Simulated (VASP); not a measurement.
Here is a VASP 6.6.1 calculation.

The input INCAR:

```
ALGO = Normal ; EDIFF = 1E-7
EDIFFG = -0.005 ; ENCUT = 580
GGA = PS ; IBRION = 2
ISIF = 3 ; ISMEAR = 0
LASPH = True ; LCHARG = False
LREAL = False ; LWAVE = False
NELM = 60 ; NSW = 90
PREC = Accurate ; SIGMA = 0.1
```

The input KPOINTS:

```
k-points
0
Gamma
  16 16 16
```

POSCAR

```
TaN
1.0
    0.0000000000      2.2113230000      2.2113230000
    2.2113230000      0.0000000000      2.2113230000
    2.2113230000      2.2113230000      0.0000000000
Ta N
1 1
Direct
    0.5000000000      0.5000000000      0.5000000000
    0.0000000000      0.0000000000      0.0000000000
```

Potentials or basis: VASP PAW PBE potentials, release 64 (Ta, N).

The run is started by

```bash
$ cat potpaw_PBE.64/Ta/POTCAR potpaw_PBE.64/N/POTCAR > POTCAR
$ mpirun -np 1 vasp_std > vasp.out
```

What does it give for the space group after relaxing (to 0.05 Å)?

Fm-3m (No. 225).

What does it give for the relaxed volume?

10.48 Å³/atom.

Estimate the relaxed cell.

a = 3.095 Å, b = 3.095 Å, c = 3.095 Å, α = 60.00°, β = 60.00°, γ = 60.00°.

Predict the band gap on the k mesh.

none (metal or under the smearing width).

Final structure:
```
Ta N
1.0
     0.00000    2.18856    2.18856
     2.18856    0.00000    2.18856
     2.18856    2.18856    0.00000
Ta N
1 1
Direct
  0.50000 0.50000 0.50000
  0.00000 0.00000 0.00000
```

Caveat: the PAW data sets were made with another functional, which shifts forces and pressure a little. Spin-orbit coupling is left out, which matters for the levels of Ta.
